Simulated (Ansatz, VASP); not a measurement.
**Si26C27 (V_Si): VASP beside Ansatz**

Aim: how closely do two programs agree when they are given the same cell, functional and k mesh? The cell is taken from a series of runs on this material, whose earlier steps may have relaxed, scaled, displaced or heated it; both programs get it as it stands.

Calculated with Ansatz 0.2.0; plane waves, with VASP 6.6.1 beside it; r2SCAN.

### 1. The structure

The cell holds 53 atoms: 26 Si and 27 C. Cell: a = 8.964 Å, b = 8.964 Å, c = 8.964 Å, α = 60.0°, β = 60.0°, γ = 60.0°. It derives from SiC (SiC (F-43m)). Nearest the centre at fractional (0.333, 0.667, 0.667): C43 at 1.91 Å, C44 at 1.95 Å, C35 at 1.95 Å, C41 at 1.96 Å, Si17 at 2.97 Å, Si11 at 2.98 Å, Si7 at 2.98 Å, Si16 at 2.98 Å. The cell carries charge +2.

Coordinates:

```xyz
53
Lattice="0.0000 6.3388 6.3388 6.3388 0.0000 6.3388 6.3388 6.3388 0.0000" Properties=species:S:1:pos:R:3 pbc="T T T"
Si    6.3359    6.3414    0.0083
Si    2.1106    2.1137    0.0070
Si    4.2216    4.2294    0.0401
Si    8.4481    6.3419    2.1175
Si    4.2233    2.1181    2.1235
Si    6.3314    4.2271    2.1230
Si    4.2214    0.0352    4.2349
Si    6.3314    2.1171    4.2346
Si    8.4149    4.2286    4.2328
Si    0.0011    2.1142    2.1150
Si    2.1435    4.2403    2.1102
Si    4.2195    6.3112    2.1200
Si    2.1414    2.1153    4.2357
Si    4.2221    4.2270    4.2345
Si    6.3352    6.3097    4.2336
Si    4.2165    2.1111    6.3167
Si    6.3477    4.2418    6.3123
Si    6.3396    4.2332   10.5698
Si    2.1088    6.3429    4.2348
Si   10.5580    8.4520   10.5707
Si    8.4463   10.5695    6.3476
Si    4.2192    6.3438    6.3464
Si    6.3355    8.4546    6.3797
Si   10.5591   10.5725    8.4543
Si    6.3457    6.3763    8.4497
Si    8.4153    8.4530    8.4592
C     1.0527    1.0562    1.0570
C     3.1668    3.1612    1.0618
C     5.2846    5.2810    1.0632
C     3.1647    1.0582    3.1660
C     5.2764    3.1702    3.1745
C     7.3883    5.2815    3.1651
C     5.2831    1.0591    5.2855
C     7.3887    3.1631    5.2827
C     9.5752    5.2061    5.2146
C     1.0524    3.1733    3.1671
C     3.1687    5.2805    3.1824
C     5.2807    7.3999    3.1707
C     3.1658    3.1769    5.2854
C     5.2701    5.2820    5.2826
C     7.3140    7.4680    5.2169
C     5.2836    3.1763    7.3981
C     7.3503    5.2446    7.4431
C     9.5692    7.4639    7.4760
C     1.0509    5.2826    5.2842
C     3.1653    7.3966    5.2829
C     5.2780    9.5097    5.2799
C     3.1638    5.2838    7.3961
C     5.2673    7.3995    7.4014
C     7.3870    9.5176    7.4027
C     5.2802    5.2840    9.5064
C     7.3865    7.4012    9.5219
C     9.5069    9.5119    9.5094
```

### 2. Ansatz: single point, r2SCAN

Ansatz runs on its PAW soft_1 files.

A single point takes one fixed geometry, so differences don't come from the geometry; what else differs is listed under the comparison.

File input.yaml:

```yaml
crystal:
  checkpoint: "../qp2_M2.relax.run"
  host: checkpoint
total_charge: 2
basis:
  ecutwfc: 500
  xc_grid: 2
hamiltonian:
  xc: r2scan
  pseudopotentials: { kind: paw, azcp: { folder: soft_1 } }
kpoints:
  mp_grid: { grid: [2, 2, 2], shift: [0.5, 0.5, 0.5] }
magnetization:
  spin_polarized: true
  initial_magnetization: 2
  spin_locking: { lock_magnetization: hard }
scf:
  occupations: { method: fixed }
  max_iter: 80
output:
  forces: true
  eigenvalues: true
  charged_corrections:
    epsilon: 7.06
    static_epsilon: 10.43
    defect_position: [0.333333, 0.666667, 0.666667]
  eigenstates: { localisation: true }
  populations: true
  efg: {}
checkpoint:
  read: "../qp2_M2.relax.run"
  write: "../qp2_M2.point.run"
  compress: false
  write_wavefunctions: false
  write_every: 100000
```

On the command line:

```console
ansatz run input.yaml --threads 8 --pin off --max-ram 15073MiB --backend cpu --events-out ev --progress --plain --runs-dir out
```

Numbers of over 12 decimals in the logs are rounded to 6 here.

Log:

```text
Warning: This run holds its total moment fixed (magnetization.spin_locking.lock_magnetization: hard) and mixes its density by anderson or broyden (scf.mixing.algorithm, typed or taken by auto). Slabs with a fixed moment have converged under broyden above another state at the same moment, at the default mixing steps and at smaller ones, and under scf.lower_state_search: standard, light or off a state that such a mixer [...]
crystal.checkpoint: the structure is that of <dir>, a `relax` run, at its step 6: its result, under r2scan at a charge of 2 e; 53 atoms read, 0 with a starting moment; crystal.structure_sha256 for this input is
Engine: ansatz 0.2.0, aarch64-unknown-linux-gnu
Pseudopotentials: kind: paw
Pseudopotential: Si, paw, valence charge 4, recommended cutoff 500 eV (meta_gga), soft_1/Si.paw.azcp
Pseudopotential: C, paw, valence charge 4, recommended cutoff 500 eV (meta_gga), soft_1/C.paw.azcp
Functional definition: r2SCAN
  parameter k0 = 0.174
  parameter k1 = 0.065
  parameter a1 = 4.9479
  exchange = r2scan_x(k0 = k0, k1 = k1, a1 = a1)
  correlation = r2scan_c
Crystal: 53 atoms, lattice volume = 509.401 Å³
Basis set: ecut = 500 eV, 12939 PW (Γ), exchange–correlation on 144×144×144 points (8 copies of the dense FFT grid, shifted against one another)
Bands: 159, of which v1, the nominal top of the filled ones, is band 105 counted from 1 (104 counted from 0)
Symmetry: 1 space group operations
Space group: P1 (ITA 1), of the structure as read, at distance tolerance 8.0e-5 Å
Magnetic group: BNS 1.1 (UNI 1), of the structure as read, at distance tolerance 8.0e-5 Å
k-points: 4 of 8 (time reversal used)
Non-local potential: Si, projectors of the file, l = 0: 2, l = 1: 2, l = 2: 1
Non-local potential: C, projectors of the file, l = 0: 2, l = 1: 2, l = 2: 1
PAW form: soft (Blöchl's): semilocal exchange-correlation on the pseudo side does not see the compensation charge
PAW frozen core: Si, regenerated for the run's functional (the file was generated under x = pbe(κ = 0.804, μ = 0.219515), c = pbe(β = 0.066725))
PAW frozen core: C, regenerated for the run's functional (the file was generated under x = pbe(κ = 0.804, μ = 0.219515), c = pbe(β = 0.066725))
PAW one-centre angular grid: Si, 302 points (default); XC on 160 Gauss nodes
PAW one-centre angular grid: C, 302 points (default); XC on 219 of its mesh's 2255 points in the sphere
Initial density: read from a saved state, or passed on in memory by an earlier SCF of this step, an earlier step, the calling program or the single point that the run made first
Stability of the state it starts from, as read at its close in the collinear treatment: not read, because the mixer in use, unlike msr1, does not test its closes by its own steps (another_mixer); its run was given moments
Starting moments: Σ|m| = 2 μB on 53 of 53 sites; this step starts from the density that it was given
Initial wavefunctions: those read from a saved state, or passed on in memory by an earlier step or the calling program
Functional: x = r2scan, c = r2scan; τ floored in thin density (d = 2e-4 eV/Å³)
SCF iter   1: F=—  HF=-23435.765005 eV  |F-HF|=—  |Δ(HF+E_count)|=         —  Δρ=6.24e-7 (↑6.24e-7 ↓5.96e-7)  dr2=5.07e-9  dr2_τ=4.39e-11  dr2_m=1.90e-10  M=2.000 μB ∫|m|=2.916 μB  β_m=1.20  ethr=7.64e-12  ⟨swp⟩=3.5  Hψ=2984  notcnv=0
preconditioner: auto → Resta (q_TF=auto, 2.354 Å⁻¹)  ε∞=4.2  [insulator: Δε(μ)=0.051 eV  Ē_g=13.248 eV  n_scr=112 (ndim 8)  ℏωp=23.8 eV  f_vac=0.000  ε∞_Penn≈4.2]
spin=Collinear: Resta preconditioning applied to the charge; magnetization (m = ρ↑ − ρ↓) channel mixes plain (no charge-response kernel on spin).
SCF iter   2: F=-23435.765005 eV  HF=-23435.765005 eV  |F-HF|=2.46e-9  |Δ(HF+E_count)|=   2.42e-9  Δρ=4.62e-7 (↑4.62e-7 ↓4.46e-7)  dr2=2.70e-9  dr2_τ=2.34e-11  dr2_m=9.36e-11  M=2.000 μB ∫|m|=2.916 μB  ethr=2.41e-12  ⟨swp⟩=2.4  Hψ=2147  notcnv=0
SCF 1 converged in 2 iterations: F = -23435.765005 eV  dr2 = 2.70e-9
  greatest PAW one-centre occupation: 0.705 electrons in one spin orbital (limit 2), on the C atom at site 17 (counted from 0), in its partial waves of l = 0
this state was not tested for a lower state beside it, because the mixer in use, unlike msr1, does not test its closes by its own steps (another_mixer; see scf.mixing.algorithm and scf.lower_state_search)
SCF converged after 2 iterations
Magnetization: 2.0000 μB (106.0000 up, 104.0000 down)
Absolute magnetization: 2.9237 μB (∫|ρ↑−ρ↓|, with the PAW one-centre terms)
[...]
electrostatic potential = -1362.971090 V   contact ρ = 12850.454762 e/Å³   contact ρ_s (e/Å³): all electrons -0.141850, valence -0.131541
  atom  53  C  V_zz =    +0.835646   η = 0.3722   by run symmetry: allowed
            electrostatic potential = -419.669025 V   contact ρ = 865.867182 e/Å³   contact ρ_s (e/Å³): all electrons +0.170583, valence +0.202898
--- Charged-cell corrections in eV (Makov–Payne, q = +2.000 e, ε = 7.060 of the electrons, 10.430 with the ions) ---
  F (periodic)     = -23435.765005  (uncorrected; the corrections below are reported, never added to it)
  E_corr1          = +1.475243  (monopole, q²α_M/2εL)
  F Makov-Payne    = n/a  (the rows are of the electrons' constant alone; ansatz place-levels tells what screens the charge)
  no potential alignment in this run, which stands beside a crystal: run the host's input off ansatz write-host-input, and read the two finished runs by ansatz place-levels (neither reads a slab, a wire or a sheet, whose cell leaves a vacuum)
--- Band table (eV; the first three rows and the last of 8) ---
  k-point 0 ↑: bands = [... 101 lower, 9.3466, 9.3583, 9.7737, 9.8171, 10.1416, 10.5317, 11.3706, 13.2238, ... 50 higher]
  k-point 1 ↑: bands = [... 101 lower, 9.2409, 9.3218, 9.4208, 9.6955, 10.0210, 10.4493, 10.8790, 12.5828, ... 50 higher]
  k-point 2 ↑: bands = [... 101 lower, 9.2542, 9.3265, 9.4068, 9.6724, 9.7365, 10.3589, 11.1989, 12.5722, ... 50 higher]
  k-point 3 ↓: bands = [... 101 lower, 9.3379, 9.4157, 9.5441, 9.8294, 10.6394, 11.2939, 11.7182, 12.6080, ... 50 higher]
--- Löwdin populations: 53 sites ---
  site symbol       q [e]    m [muB]
     0     Si      2.8561    -0.0035
     1      C      4.9900     0.0418
     2     Si      2.8558    -0.0037
     3      C      4.9957     0.0476
     4     Si      2.8705    -0.0135
     5      C      4.9966     0.0407
     6     Si      2.8557    -0.0028
     7      C      4.9940     0.0444
     8     Si      2.8600    -0.0057
     9      C      4.9958     0.0477
    10     Si      2.8597    -0.0054
    11      C      4.9944     0.0412
    12     Si      2.8717    -0.0178
    13      C      4.9966     0.0425
    14     Si      2.8594    -0.0062
    15      C      4.9950     0.0485
    16     Si      2.8686    -0.0138
    17      C      4.6757     0.4887
    18     Si      2.8658    -0.0009
    19      C      4.9466     0.0210
    20     Si      2.8728     0.0120
    21      C      4.9966     0.0439
    22     Si      2.8688    -0.0142
    23      C      4.9505     0.0555
[...]
45     Si      2.8706    -0.0137
    46      C      4.9967     0.0406
    47     Si      2.8656    -0.0010
    48      C      4.9470     0.0200
    49     Si      2.8727     0.0120
    50      C      4.9971     0.0427
    51     Si      2.8684    -0.0141
    52      C      4.9506     0.0542
  spilling = 0.010436 (of n_electrons = 210.000000)
```

### 3. VASP: single point, r2SCAN

The same cell, functional and mesh now go to VASP, with its own data sets.

Lines of VASP's logs that name or quote its potential files are left out, and so is its time.

File INCAR:

```
SYSTEM = Si26C27
PREC = Accurate
ENCUT = 580
EDIFF = 1E-06
NELM = 200
ISMEAR = 0
SIGMA = 0.01
LREAL = Auto
ALGO = Normal
METAGGA = R2SCAN
LASPH = .TRUE.
NELECT = 210
NBANDS = 144
ISPIN = 2
MAGMOM = 0 0 -0 0 0 0 -0 0 0 0 0 0 -0 0 0 0 0 0 0 0 0 0 -0 0 0 0 0.03 0.03 0.02 0.03 0.03 0.02 0.03 0.03 0.24 0.01 0.03 0.04 0.03 0.03 0.24 0.02 -0.16 0.26 0.03 0.03 0.02 0.03 0.03 0.02 0.01 0.03 0.03
LORBIT = 11
LWAVE = .FALSE.
LCHARG = .FALSE.
ISIF = 2
ISYM = 0
NUPDOWN = 2
GGA_COMPAT = .FALSE.
LMIXTAU = .TRUE.
KPAR = 4
```

File POSCAR:

```
Si26C27
1.0
    0.0000000000      6.3388420664      6.3388420664
    6.3388420664      0.0000000000      6.3388420664
    6.3388420664      6.3388420664      0.0000000000
Si C
26 27
Direct
    0.0010861950      0.0002195579      0.9993108261
    0.0007925983      0.0003109754      0.3326575201
    0.0037800046      0.0025536297      0.6634395971
    0.0008886267      0.3331552501      0.9995930046
    0.0014454753      0.3335568576      0.3327021144
    0.0014728224      0.3334504576      0.6653781508
    0.0038389512      0.6642501845      0.0017101389
    0.0015971788      0.6664401729      0.3323856361
    0.0036722287      0.6640851805      0.6634241901
    0.3335083815      0.0001555401      0.0000247670
    0.3318446840      0.0010543688      0.3370931185
    0.3322163444      0.0022335681      0.6634297328
    0.3320486369      0.3361575718      0.0016569403
    0.3343960114      0.3336273058      0.3324371444
    0.3319373405      0.3359516087      0.6634723253
    0.3321858076      0.6643286198      0.0008516295
    0.3317893749      0.6640169029      0.3373828904
    0.6675774958      0.9998852783      0.0002362617
    0.6680194198      0.0000512352      0.3326208867
    0.6676857087      0.9999225807      0.6656861186
    0.6681591926      0.3332202576      0.9992532289
    0.6681834112      0.3330142112      0.3326011977
    0.6703727895      0.3360702061      0.6634016140
    0.6679123599      0.6658096206      0.9999748014
    0.6689140013      0.6640863664      0.3369951853
    0.6702234032      0.6642751651      0.6633056428
    0.0836502241      0.0830967342      0.0829770811
    0.0833080150      0.0842012054      0.4153927574
    0.0835853508      0.0841440822      0.7495338792
    0.0835674997      0.4158913318      0.0833646524
    0.0842662749      0.4165363336      0.4158566451
    0.0834788939      0.4158447443      0.7497150264
    0.0837213018      0.7501006120      0.0833519660
    0.0833755085      0.7500100868      0.4156194728
    0.0666913002      0.7559450452      0.7546143786
    0.4171081058      0.0825272424      0.0835016717
    0.4175968238      0.0844442842      0.4154436580
    0.4172587148      0.0829368184      0.7501264010
    0.4177895243      0.4160291668      0.0833974645
    0.4176315582      0.4157433517      0.4156472651
    0.4236438305      0.3993629798      0.7544823887
    0.4173351496      0.7497670723      0.0837528809
    0.4210029440      0.7532031023      0.4063696053
    0.4236339193      0.7557623308      0.7538539064
    0.7506043601      0.0830166419      0.0827724036
    0.7504713851      0.0829393817      0.4164056187
    0.7502594366      0.0826782225      0.7499684108
    0.7506157311      0.4161702326      0.0829448028
    0.7519999299      0.4156253112      0.4153347105
    0.7519840998      0.4158521047      0.7494964054
    0.7501543952      0.7495547298      0.0834337769
    0.7522410574      0.7499096355      0.4153613631
    0.7504846953      0.7496986604      0.7500911042
```

File KPOINTS:

```
Points of the shifted mesh
8
Reciprocal
 0.2500000000  0.2500000000  0.2500000000 1
 0.2500000000  0.2500000000  0.7500000000 1
 0.2500000000  0.7500000000  0.2500000000 1
 0.2500000000  0.7500000000  0.7500000000 1
 0.7500000000  0.2500000000  0.2500000000 1
 0.7500000000  0.2500000000  0.7500000000 1
 0.7500000000  0.7500000000  0.2500000000 1
 0.7500000000  0.7500000000  0.7500000000 1
```

PAW data sets: Si and C (PBE family, release 64).

On the command line:

```console
mpirun -np 8 vasp_std
```

Log:

```text
[banner, memory and clock lines left out]
running    8 mpi-ranks, on    1 nodes
[...]
|                                                                             |
|           W    W    AA    RRRRR   N    N  II  N    N   GGGG   !!!           |
|           W    W   A  A   R    R  NN   N  II  NN   N  G    G  !!!           |
|           W    W  A    A  R    R  N N  N  II  N N  N  G       !!!           |
|           W WW W  AAAAAA  RRRRR   N  N N  II  N  N N  G  GGG   !            |
|           WW  WW  A    A  R   R   N   NN  II  N   NN  G    G                |
|           W    W  A    A  R    R  N    N  II  N    N   GGGG   !!!           |
|                                                                             |
|     For optimal performance we recommend to set                             |
|       NCORE = 2 up to number-of-cores-per-socket                            |
|     NCORE specifies how many cores store one orbital (NPAR=cpu/NCORE).      |
|     This setting can greatly improve the performance of VASP for DFT.       |
[...]
DAV:   5    -0.597468642546E+03   -0.40683E-01   -0.40635E-01  5536   0.154E+00BRMIX: very serious problems
 the old and the new charge density differ
 old charge density:   212.00000 new  210.00000
BRMIX: very serious problems
 the old and the new charge density differ
 old charge density:   212.00000 new  210.00000
BRMIX: very serious problems
 the old and the new charge density differ
 old charge density:   212.00000 new  210.00000
BRMIX: very serious problems
 the old and the new charge density differ
 old charge density:   212.00000 new  210.00000
    0.520E+01
DAV:   6    -0.537740444833E+03    0.59728E+02   -0.13289E+02  5200   0.243E+01    0.301E+01
DAV:   7    -0.510981324495E+03    0.26759E+02   -0.12100E+01  5216   0.947E+00    0.121E+01
DAV:   8    -0.515521240820E+03   -0.45399E+01   -0.15369E+01  5312   0.955E+00    0.649E+00
DAV:   9    -0.518356286084E+03   -0.28350E+01   -0.29885E+00  5008   0.500E+00    0.267E+00
[...]
DAV:  27    -0.519139269883E+03   -0.10638E-05   -0.26546E-05  5872   0.100E-02    0.217E-03
DAV:  28    -0.519139270243E+03   -0.36015E-06   -0.10668E-05  5392   0.634E-03    0.996E-04
DAV:  29    -0.519139270350E+03   -0.10694E-06   -0.77707E-07  2992   0.200E-03
   1 F= -.51913927E+03 E0= -.51913874E+03  d E =-.107068E-02  mag=     2.0000
```

From OUTCAR (step 3):

```text
  FREE ENERGIE OF THE ION-ELECTRON SYSTEM (eV)
  ---------------------------------------------------
  free  energy   TOTEN  =      -519.1392703498 eV

  energy  without entropy=     -519.1381996714  energy(sigma->0) =     -519.13873501

 magnetization (x)
# of ion       s       p       d       tot
------------------------------------------
    1       -0.001   0.002   0.000   0.001
    2       -0.001   0.003   0.000   0.002
    3       -0.001  -0.003   0.000  -0.004
    4       -0.001   0.003   0.000   0.002
    5       -0.001   0.000   0.000  -0.001
    6       -0.001  -0.000   0.000  -0.001
    7       -0.001  -0.003   0.000  -0.004
    8       -0.001  -0.000   0.000  -0.002
    9       -0.001  -0.000   0.000  -0.002
   10       -0.000   0.003   0.000   0.002
   11       -0.001  -0.001   0.000  -0.001
   12       -0.001   0.000   0.000  -0.001
   13       -0.001  -0.002   0.000  -0.003
[...]
--------------------------------------------------
tot          0.092   1.038   0.000   1.130
```

SCAN-type functionals tend to overstate the moments of itinerant magnets.

### 4. Comparison

Known differences besides the potentials themselves: VASP starts from the moments at which Ansatz ended; VASP keeps PBE cores, Ansatz makes them for the functional; fixed occupations in Ansatz, narrow Gaussian smearing in VASP; the cutoff is 500 eV in Ansatz and 580 eV in VASP (PREC = Accurate, projectors in real space); site moments are counted in spheres of each program's own size. Total energies have different zeros and are not compared.

Both answers:

```tsv
quantity	Ansatz	VASP	difference
total moment, fixed by the input (μB)	2.00	2.00	0.00
moment on C41 (μB)	0.24	0.17	+0.07
moment on C35 (μB)	0.24	0.16	+0.08
moment on C44 (μB)	0.26	0.14	+0.12
moment on C43 (μB)	-0.16	0.13	-0.29
```

Forces on 7 of the 53 atoms, those with the largest forces and the largest differences (eV/Å; atoms numbered as in POSCAR):

```tsv
atom	Ansatz x, y, z	VASP x, y, z
Si7	0.005, -0.003, 0.004	-0.088, -0.044, 0.022
Si9	0.011, -0.006, 0.001	-0.038, 0.100, 0.047
Si12	0.005, -0.007, -0.004	-0.046, -0.018, -0.122
Si15	0.007, -0.002, -0.003	0.099, -0.020, 0.029
Si26	0.015, -0.006, -0.006	-0.019, -0.059, -0.127
C35	-0.006, 0.008, 0.002	0.048, 0.092, 0.036
C43	-0.007, 0.001, 0.005	-0.081, -0.070, 0.080
```

The forces differ by 38 meV/Å r.m.s., where the r.m.s. force is 0.007 eV/Å in Ansatz and 0.039 eV/Å in VASP: the atoms lie near their places of rest in Ansatz, so a percentage would say little (all taken over all components). The cell carries a charge of +2 e against a uniform background, so its pressure also hangs on how the neutralising background is counted, and in a defect's cell a gap may be the spacing between its levels. The two runs ended with unlike total or site moments, perhaps in different magnetic states; the other differences may follow from that, so they don't measure the programs' precision.

### 5. Summary of results

```yaml
difference_in_moment_on_c43_single_point_r2scan: -0.29 μB
r_m_s_force_difference_single_point_r2scan: 38 meV/Å
```

The r.m.s. force difference is 38 meV/Å (single point, r2SCAN), beyond the 12 meV/Å picked in this series as the mark of a large difference. The runs of the single point, r2SCAN pair ended with unlike moments, so it says little about numerical agreement. By the marks of this series, far apart in the single point, r2SCAN pair: the r.m.s. force difference, 38 meV/Å. What causes the difference of the single point, r2SCAN pair stays open here. How closely two codes agree says nothing of how well the functional describes the real material.

[Lines on the potential files, build, host, timing and source positions are cut from VASP's logs without a mark.]

[Logs are printed without paths, hosts, clocks, repeated set-up lines and the standing remarks that a program may print on its own settings, such as how far it seeks lower states.]

[Hosts, paths, dates, database ids (printed as entryN), source tags and the programs' standing remarks are cut or masked in the printed files.]
